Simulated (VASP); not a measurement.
Input:

```
CELL_PARAMETERS angstrom
      2.72000     0.00000     0.00000
      0.00000     2.72000     0.00000
      0.00000     0.00000     3.71000
ATOMIC_POSITIONS crystal
  Fe 0.00000 0.00000 0.00000
  Pt 0.50000 0.50000 0.50000
```
Starting moments (μB, in the order of the record's atoms Fe Pt): 3.0 0.0.

Level of theory: LDA (Ceperley-Alder, Perdew-Zunger), VASP's LDA PAW potentials (set 64) (plane waves; VASP). Settings: 520 eV cut-off, 12×12×9 Γ-centred mesh, first-order Methfessel-Paxton smearing of 0.10 eV, potentials Fe Pt.

Energy and stress use the plane-wave basis of the starting cell.

**Question.** The ions, cell shape and volume are relaxed. Give the cell that the relaxation ends in.

**Answer.** 
```
CELL_PARAMETERS angstrom
      2.65675     0.00000     0.00000
      0.00000     2.65675     0.00000
      0.00000     0.00000     3.68677
ATOMIC_POSITIONS crystal
  Fe 0.00000 0.00000 0.00000
  Pt 0.50000 0.50000 0.50000
```
Space group P4/mmm (123), at a tolerance of 0.03 Å. The cell ends with 3.02 μB, on the sites 2.66 0.31 μB.

**Question.** How do energy and volume change from the first to the last step?

**Answer.** The energy (σ→0) changes by -29.4 meV/atom and the volume by -5.2 %, in 10 ionic steps.

The compound is FePt in the L1_0 structure. This run relaxes it. Symmetry was kept, so distortions that lower it aren't found.
